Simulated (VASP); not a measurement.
An input for Quantum ESPRESSO's pw.x (written as the equivalent of a VASP run, and not itself run):

```
&CONTROL
  calculation = 'vc-relax'
  pseudo_dir = './pseudo'
  outdir = './out'
  tprnfor = .true.
  tstress = .true.
  nstep = 60
  forc_conv_thr = 0.00039
/
&SYSTEM
  ibrav = 0
  nat = 2
  ntyp = 2
  ecutwfc = 88
  occupations = 'smearing'
  smearing = 'gaussian'
  degauss = 0.003675
  input_dft = 'revpbe'
/
&ELECTRONS
  conv_thr = 7.3e-08
  electron_maxstep = 100
/
&IONS
/
&CELL
/
ATOMIC_SPECIES
  Na 22.990 Na.upf
  H 1.008 H.upf
CELL_PARAMETERS angstrom
     0.0000000    2.4400000    2.4400000
     2.4400000    0.0000000    2.4400000
     2.4400000    2.4400000    0.0000000
ATOMIC_POSITIONS crystal
  Na   0.0000000  0.0000000  0.0000000
  H    0.5000000  0.5000000  0.5000000
K_POINTS automatic
  8 8 8 0 0 0
```

### Question
Write the VASP files for the same calculation (revPBE).

### Answer
Several could match; the one computed here: 
KPOINTS:
```
Automatic mesh
0
Gamma
8 8 8
0 0 0
```

### INCAR
```
LREAL = .False.
EDIFFG = -0.01   ! ionic stop
ALGO = Normal   ! blocked Davidson
LCHARG = .False.
IBRION = 2   ! conjugate gradients
PREC = Accurate
EDIFF = 1E-6   ! SCF stop (eV)
LASPH = .True.
SIGMA = 0.05
ISIF = 3   ! ions, shape and volume
ISMEAR = 0   ! Gaussian
LWAVE = .False.
NSW = 60   ! most ionic steps
NELM = 100
SYSTEM = NaH
ENCUT = 520
GGA = RE
```

File POSCAR:
```
NaH
1
    0.0000000000     2.4400000000     2.4400000000
    2.4400000000     0.0000000000     2.4400000000
    2.4400000000     2.4400000000     0.0000000000
Na H
1 1
Direct
  0.0000000000   0.0000000000   0.0000000000
  0.5000000000   0.5000000000   0.5000000000
```

POTCAR, in this order: Na_pv H (PBE.64 set). Program: vasp_std.

The two are equivalent in intent, not identical: the potentials are each code's own (VASP's PAW set, PseudoDojo norm-conserving files in pw.x), so ENCUT and ecutwfc are chosen apart and not converted; conv_thr bounds pw.x's estimated SCF error, while EDIFF bounds the energy change between steps; forc_conv_thr acts on force components and is met together with etot_conv_thr.

The compound is NaH in the rock salt structure. This run relaxes it. Symmetry was kept, so distortions that lower it aren't found.
